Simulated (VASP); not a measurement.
Consider the following.

```yaml
crystal:
  lattice:
    - [0.00000, 2.46928, 2.46928]
    - [2.46928, 0.00000, 2.46928]
    - [2.46928, 2.46928, 0.00000]
  atoms:
    - { symbol: Y, position: [0.00000, 0.00000, 0.00000] }
    - { symbol: N, position: [0.50000, 0.50000, 0.50000] }
```

The numbers are results of RPBE GGA, VASP's PBE PAW potentials (set 64) (plane waves; VASP), not measurements. Numerical set-up: 520 eV cut-off, 10×10×10 Γ-centred mesh, tetrahedra with Blöchl corrections, potentials Y_sv N.

### Question
Tabulate the total density of states (states/eV per cell) against energy (eV; zero at the valence-band maximum or, without a gap, the Fermi level).

### Answer

(E (eV), DOS (states/eV)): (-9.96, 0.00); (-9.60, 0.00); (-9.24, 0.00); (-8.88, 0.00); (-8.52, 0.00); (-8.16, 0.00); (-7.80, 0.00); (-7.56, 0.00); (-7.20, 0.00); (-6.84, 0.00); (-6.48, 0.00); (-6.12, 0.00); (-5.76, 0.00); (-5.40, 0.00); (-5.04, 0.00); (-4.68, 0.00); (-4.32, 0.00); (-3.96, 0.01); (-3.60, 0.38); (-3.24, 0.93); (-3.00, 1.37); (-2.64, 1.57); (-2.28, 0.94); (-1.92, 3.53); (-1.56, 4.96); (-1.20, 2.27); (-0.84, 1.46); (-0.48, 0.46); (-0.12, 0.04); (0.24, 0.00); (0.60, 0.04); (0.96, 0.14); (1.32, 0.22); (1.56, 0.27); (1.92, 0.36); (2.28, 0.44); (2.64, 0.55); (3.00, 0.75); (3.36, 0.85); (3.72, 0.95)
Within 2 eV below the valence-band maximum the largest weight inside VASP's projection spheres is N p, then Y d.

The compound is YN in the rock salt structure. It was relaxed first.
